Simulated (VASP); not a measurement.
All values below come from PBE GGA, VASP's PBE PAW potentials (set 64) (plane waves; VASP).

A VASP calculation is set up with these files.

### POSCAR
```
PbO
10.4841160
  0.3801944771   0.0000000000   0.0000000000
  0.0000000000   0.3801944771   0.0000000000
  0.0000000000   0.0000000000   0.5000000000
Pb O
2 2
direct
  0.5000000000   0.0000000000   0.2259700000
  0.0000000000   0.5000000000   0.7740300000
  0.5000000000   0.5000000000   0.0000000000
  0.0000000000   0.0000000000   0.0000000000
```

INCAR:
```
! general
SYSTEM  = PbO
PREC    = Accurate
ENCUT   = 240   ! plane-wave cut-off (eV)
LREAL   = .False.
LASPH   = .True.   ! aspherical one-centre terms

! electronic loop
EDIFF   = 1E-6
NELM    = 100   ! most electronic steps
ALGO    = Normal   ! blocked Davidson
LMAXMIX = 4   ! l cut-off of mixed one-centre charges

! smearing
ISMEAR  = -1   ! Fermi-Dirac
SIGMA   = 0.1

! functional
GGA     = PE

! ions
ISIF    = 2

! output
LWAVE   = .False.
LCHARG  = .False.
```

**KPOINTS**
```
kpoints
0
gamma
 6 6 4
0.5 0.5 0.5
```

POTCAR, in this order: Pb_d O (PBE.64 set). Program: vasp_std.

The resulting files:

**OSZICAR**
```
       N       E                     dE             d eps       ncg     rms          rms(c)
DAV:   1     0.324874045601E+03    0.32487E+03   -0.13569E+04   576   0.108E+03
DAV:   2     0.249733113388E+01   -0.32238E+03   -0.31828E+03   648   0.374E+02
DAV:   3    -0.243825139168E+02   -0.26880E+02   -0.26806E+02   736   0.123E+02
DAV:   4    -0.249043040118E+02   -0.52179E+00   -0.52149E+00   648   0.198E+01
DAV:   5    -0.249208057321E+02   -0.16502E-01   -0.16501E-01   800   0.286E+00    0.911E+00
DAV:   6    -0.223554069042E+02    0.25654E+01   -0.13005E+01   904   0.260E+01    0.499E+00
DAV:   7    -0.222541846154E+02    0.10122E+00   -0.10096E+00   600   0.588E+00    0.308E+00
DAV:   8    -0.221993974215E+02    0.54787E-01   -0.45002E-01   672   0.478E+00    0.108E+00
DAV:   9    -0.221766836169E+02    0.22714E-01   -0.10201E-01   848   0.247E+00    0.187E-01
DAV:  10    -0.221785786281E+02   -0.18950E-02   -0.12051E-02   648   0.631E-01    0.541E-02
DAV:  11    -0.221787386147E+02   -0.15999E-03   -0.70127E-04   944   0.167E-01    0.663E-02
DAV:  12    -0.221786672405E+02    0.71374E-04   -0.45548E-04   848   0.225E-01    0.118E-02
DAV:  13    -0.221786691234E+02   -0.18828E-05   -0.44563E-05   664   0.375E-02    0.104E-02
DAV:  14    -0.221786659897E+02    0.31336E-05   -0.22087E-05   840   0.502E-02    0.291E-03
DAV:  15    -0.221786654522E+02    0.53757E-06   -0.17361E-06   472   0.133E-02
   1 F= -.22178665E+02 E0= -.22178658E+02  d E =-.155852E-04
```

**OUTCAR**
```
------------------------ aborting loop because EDIFF is reached ----------------------------------------
  FORCE on cell =-STRESS in cart. coord.  units (eV):
  Direction    XX          YY          ZZ          XY          YZ          ZX
  --------------------------------------------------------------------------------------
  Total      -21.2710718    -21.2710718    -22.2554091      0.0000000      0.0000000      0.0000000
  in kB     -409.1880032   -409.1880032   -428.1235318      0.0000000      0.0000000      0.0000000
  external PRESSURE =    -415.4998461 kB  Pullay stress =       0.0000000 kB
  volume of cell :       83.29
      direct lattice vectors                 reciprocal lattice vectors
     3.986003000  0.000000000  0.000000000     0.250877884  0.000000000  0.000000000
     0.000000000  3.986003000  0.000000000     0.000000000  0.250877884  0.000000000
     0.000000000  0.000000000  5.242058000     0.000000000  0.000000000  0.190764772
 POSITION                                       TOTAL-FORCE (eV/Angst)
 -----------------------------------------------------------------------------------
      1.99300      0.00000      1.18455         0.000000      0.000000      0.467995
      0.00000      1.99300      4.05751         0.000000      0.000000     -0.467995
      1.99300      1.99300      0.00000         0.000000      0.000000      0.000000
      0.00000      0.00000      0.00000        -0.000000      0.000000      0.000000
 -----------------------------------------------------------------------------------
    total drift:                               -0.000000      0.000000     -0.000000
  FREE ENERGIE OF THE ION-ELECTRON SYSTEM (eV)
  ---------------------------------------------------
  free  energy   TOTEN  =       -22.1786654522 eV

  energy  without entropy=      -22.1786498670  energy(sigma->0) =      -22.17865766
```
(Selected blocks of OUTCAR.)

At this cut-off the stress carries a Pulay error, which pulls relaxed volumes low.

The structure comes from a computed database's PbO entry; how it stands against other phases isn't given here. The cell was not relaxed at this level, and its volume differs by -4.4 % from the start's. The run is one of a series of settings (ENCUT = 240 against the base run), some of them coarse on purpose.
